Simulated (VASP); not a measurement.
```
EuS
1.0
    0.00000     2.93801     2.93801
    2.93801     0.00000     2.93801
    2.93801     2.93801     0.00000
Eu S
1 1
Direct
  0.00000   0.00000   0.00000
  0.50000   0.50000   0.50000
```

Calculation: PBE GGA, VASP's PBE PAW potentials (set 64) (plane waves; VASP 6.6.1). Settings: 520 eV cut-off, 6×6×6 Γ-centred mesh, Gaussian smearing of 0.050 eV, potentials Eu_2 S.

The 4f electrons are frozen in the core of the lanthanide potential, so 4f levels, which can set the real gap, and their magnetism are missing.

Task: Estimate the energy per atom (σ→0), band gap (on the k-mesh) with the smallest direct gap where there is one.

Result: 
- band gap (on the k-mesh) = 2.01 eV
- smallest direct gap (on the k-mesh) = 2.44 eV
- energy per atom (σ→0) = -5319 meV/atom

The compound is EuS in the rock salt structure. It was relaxed first.
